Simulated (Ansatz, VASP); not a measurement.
**IrC: VASP beside Ansatz**

```
Ir C
1.0
     2.72215    0.00000    0.00000
     0.00000    2.72215    0.00000
     0.00000    0.00000    2.72215
Ir C
1 1
Direct
  0.50000 0.50000 0.50000
  0.00000 0.00000 0.00000
```

Change from the starting cell: species swapped into the NbIr type (P4/mmm, No. 123).

Alike in both runs: functional PBE; k mesh 20 × 20 × 20; occupations gaussian, width 0.1 eV; no spin polarisation.

Ansatz relaxed the structure, and its values are those at the end. VASP's run is a single point on that final structure, the one shown.

|  | VASP | Ansatz |
| --- | --- | --- |
| version | VASP 6.6.1 | Ansatz 0.2.0 |
| potentials or method | VASP PAW PBE potentials, release 64 (Ir, C) | scalar-relativistic, plane waves, PAW |
| plane-wave cutoff (eV) | 520 | 420 |
| valence electrons in the cell | 13 | 21 |

```csv
,VASP,Ansatz,Ansatz less VASP
gap on the k mesh at the Fermi level (eV),none,none,-
pressure (GPa),1.4,0.0,-1.36
```

A gap of «none» marks a metal or a gap that the smearing closes. The two sets of potentials don't hold the same shells in valence.

The runs have no spin-orbit coupling, so splittings on Ir are missing.
